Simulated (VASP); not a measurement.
Input of a VASP 6.6.1 run:

File INCAR:

```
SYSTEM = NbWS4
  PREC = Normal
  ENCUT = 520
  EDIFF = 1E-5
  ISMEAR = 0
  SIGMA = 0.15
  LREAL = Auto
  LASPH = .True.
  NELM = 80
  ALGO = Fast
  ISIF = 2
  LWAVE = .False.
  LCHARG = .False.
  GGA = PE
  KPAR = 4
```

Contents of KPOINTS:

```
regular mesh
0
Gamma
  2 7 4
  0 0 0
```

POSCAR

```
NbWS4
1.0
   13.4164600000      0.0000000000      0.0000000000
    0.0000000000      3.2706300000      0.0000000000
    0.0000000000      0.0000000000      5.6821900000
Nb W S
2 2 8
Direct
    0.7500000000      0.0000000000      0.6715460000
    0.2500000000      0.0000000000      0.3284540000
    0.7500000000      0.5000000000      0.1625040000
    0.2500000000      0.5000000000      0.8374960000
    0.8646490000      0.0000000000      0.3276980000
    0.6353510000      0.0000000000      0.3276980000
    0.8671780000      0.5000000000      0.8382190000
    0.6328220000      0.5000000000      0.8382190000
    0.3646490000      0.0000000000      0.6723020000
    0.1353510000      0.0000000000      0.6723020000
    0.3671780000      0.5000000000      0.1617810000
    0.1328220000      0.5000000000      0.1617810000
```

Potentials or basis: VASP PAW PBE potentials, release 64 (Nb_sv, W_sv, S).

Launch:

```sh
$ cat potpaw_PBE.64/Nb_sv/POTCAR potpaw_PBE.64/W_sv/POTCAR potpaw_PBE.64/S/POTCAR > POTCAR
$ mpirun -np 4 vasp_std > vasp.out
```

(1) Estimate the largest force.

(2) Estimate the band gap on the k mesh.

(3) Predict the pressure.

Answers

(1) 0.062 eV/Å.

(2) none (metal or under the smearing width).

(3) 0.0 GPa.

Caveat: this functional lacks dispersion, which binds the layers, so the pressure and a relaxed spacing across them are unreliable.
